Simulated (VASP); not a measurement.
These are PBE GGA, VASP's PBE PAW potentials (set 64) (plane waves; VASP 6.6.1) values and carry that method's errors.

The input files of a VASP run:

POSCAR:
```
Ga
1.0
  2.3052000000  -3.9066000000   0.0000000000
  2.3052000000   3.9066000000   0.0000000000
  0.0000000000   0.0000000000   4.6206000000
Ga
4
Cartesian
  2.3052000000   2.6963353200   4.2463314000
  2.3052000000   1.2102646800   1.9360314000
  2.3052000000  -1.2102646800   2.6845686000
  2.3052000000  -2.6963353200   0.3742686000
```

KPOINTS:
```
Automatic mesh
0
Gamma
7 7 6
0 0 0
```

### INCAR
```
# general
SYSTEM   =  Ga
PREC     =  Low
ENCUT    =  400   # plane-wave cut-off (eV)
LREAL    =  .False.   # projection in real space or not
LASPH    =  .True.

# electronic loop
EDIFF    =  1E-6
NELM     =  100   # most electronic steps
ALGO     =  Normal
LMAXMIX  =  4   # l cut-off of mixed one-centre charges

# smearing
ISMEAR   =  1
SIGMA    =  0.1

# functional
GGA      =  PE

# ions
ISIF     =  2

# output
LWAVE    =  .False.
LCHARG   =  .False.
```

POTCAR, in this order: Ga_d (PBE.64 set). Program: vasp_std.

Output

**OSZICAR**
```
       N       E                     dE             d eps       ncg     rms          rms(c)
DAV:   1     0.326205829110E+03    0.32621E+03   -0.22892E+04  3996   0.268E+03
DAV:   2     0.248666903910E+02   -0.30134E+03   -0.29671E+03  4220   0.509E+02
DAV:   3    -0.107045142637E+02   -0.35571E+02   -0.35235E+02  4493   0.141E+02
DAV:   4    -0.116770443436E+02   -0.97253E+00   -0.96853E+00  4435   0.279E+01
DAV:   5    -0.116978644009E+02   -0.20820E-01   -0.20817E-01  4709   0.407E+00    0.233E+00
DAV:   6    -0.116343240679E+02    0.63540E-01   -0.19196E-01  4740   0.597E+00    0.130E+00
DAV:   7    -0.116226131298E+02    0.11711E-01   -0.56918E-02  5287   0.262E+00    0.296E-01
DAV:   8    -0.116219356107E+02    0.67752E-03   -0.13677E-02  4346   0.135E+00    0.479E-02
DAV:   9    -0.116220912091E+02   -0.15560E-03   -0.10014E-03  4410   0.345E-01    0.245E-02
DAV:  10    -0.116221042872E+02   -0.13078E-04   -0.22377E-04  4722   0.167E-01    0.615E-03
DAV:  11    -0.116221061616E+02   -0.18744E-05   -0.41046E-05  4582   0.783E-02    0.500E-03
DAV:  12    -0.116221057218E+02    0.43983E-06   -0.11328E-05  4577   0.399E-02    0.639E-04
DAV:  13    -0.116221057741E+02   -0.52267E-07   -0.85246E-07  2538   0.879E-03
   1 F= -.11622106E+02 E0= -.11621629E+02  d E =-.142953E-02
```

OUTCAR:
```
------------------------ aborting loop because EDIFF is reached ----------------------------------------
  FORCE on cell =-STRESS in cart. coord.  units (eV):
  Direction    XX          YY          ZZ          XY          YZ          ZX
  --------------------------------------------------------------------------------------
  Total       -1.0124481     -0.3755108     -0.6206635      0.0000000      0.0000000      0.0000000
  in kB      -19.4915965     -7.2293133    -11.9489809      0.0000000      0.0000000      0.0000000
  external PRESSURE =     -12.8899635 kB  Pullay stress =       0.0000000 kB
  volume of cell :       83.22
      direct lattice vectors                 reciprocal lattice vectors
     2.305200000 -3.906600000  0.000000000     0.216900920 -0.127988532  0.000000000
     2.305200000  3.906600000  0.000000000     0.216900920  0.127988532  0.000000000
     0.000000000  0.000000000  4.620600000     0.000000000  0.000000000  0.216422110
 POSITION                                       TOTAL-FORCE (eV/Angst)
 -----------------------------------------------------------------------------------
      2.30520      2.69634      4.24633         0.000000     -0.130147      0.029898
      2.30520      1.21026      1.93603         0.000000      0.130147      0.029898
      2.30520     -1.21026      2.68457         0.000000     -0.130147     -0.029898
      2.30520     -2.69634      0.37427         0.000000      0.130147     -0.029898
 -----------------------------------------------------------------------------------
    total drift:                                0.000000     -0.000000      0.000000
  FREE ENERGIE OF THE ION-ELECTRON SYSTEM (eV)
  ---------------------------------------------------
  free  energy   TOTEN  =       -11.6221057741 eV

  energy  without entropy=      -11.6206762432  energy(sigma->0) =      -11.62162926
```
(Selected blocks of OUTCAR.)

OUTCAR:
```
 val. band max:        4.5611831550   @ k =   0.0000   0.0000   0.5000

 cond. band min:       4.5635268963   @ k =   0.2857   0.2857   0.0000


 Fermi energy:         4.5624899623

 k-point     1 :       0.0000    0.0000    0.0000
  band No.  band energies     occupation
      1     -10.5383      2.00000
      2     -10.5362      2.00000
      3     -10.5155      2.00000
      4     -10.4993      2.00000
      5     -10.4754      2.00000
      6     -10.4500      2.00000
      7     -10.3980      2.00000
      8     -10.3598      2.00000
      9     -10.3395      2.00000
     10     -10.3260      2.00000
     11     -10.3085      2.00000
     12     -10.3076      2.00000
     13     -10.3046      2.00000
     14     -10.2717      2.00000
     15     -10.2544      2.00000
     16     -10.2050      2.00000
     17     -10.1613      2.00000
     18     -10.1473      2.00000
     19     -10.1365      2.00000
     20     -10.0529      2.00000
     21      -6.0810      2.00000
     22       0.2632      2.00000
     23       0.9335      2.00000
     24       2.6370      2.00000
     25       2.9863      2.00000
     26       3.8339      2.00000
     27       5.3534     -0.00000
     28       5.4604     -0.00000
     29       5.6132     -0.00000
     30       9.2798      0.00000
     31       9.6909      0.00000

 k-point     2 :       0.1429    0.0000    0.0000
  band No.  band energies     occupation
      1     -10.5404      2.00000
      2     -10.5289      2.00000
      3     -10.5196      2.00000
      4     -10.5064      2.00000
      5     -10.4642      2.00000
      6     -10.4456      2.00000
      7     -10.4063      2.00000
      8     -10.3933      2.00000
      9     -10.3482      2.00000
     10     -10.3388      2.00000
     11     -10.3006      2.00000
     12     -10.2897      2.00000
     13     -10.2833      2.00000
     14     -10.2700      2.00000
     15     -10.2415      2.00000
     16     -10.1918      2.00000
     17     -10.1656      2.00000
...
```

The compound is Ga in the alpha structure. The cell was not relaxed at this level. The run is one of a series of settings (PREC = Low against the base run), some of them coarse on purpose.
